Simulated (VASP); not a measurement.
Given:

```yaml
crystal:
  lattice:
    - [0.00000, 1.98298, 1.98298]
    - [1.98298, 0.00000, 1.98298]
    - [1.98298, 1.98298, 0.00000]
  atoms:
    - { symbol: Pt, position: [0.00000, 0.00000, 0.00000] }
```

Method: PBE GGA, VASP's PBE PAW potentials (set 64) (plane waves; VASP 6.6.1). Numerical set-up: 400 eV cut-off, 18×18×18 Γ-centred mesh, tetrahedra with Blöchl corrections, potentials Pt.

Unless said otherwise, spin-orbit coupling is left out, though it shifts the bands of the heavy elements here.

**Question.** Estimate the energy per atom (σ→0), band gap (on the k-mesh) with the smallest direct gap where there is one.

**Answer.** 
The band gap (on the k-mesh) is none (metal, semimetal or under 0.01 eV) and the energy per atom (σ→0) comes out as -6.096 eV/atom.

The absolute energy has meaning only against runs of the same code, potentials and settings.

The compound is Pt in the fcc structure. It was relaxed first.
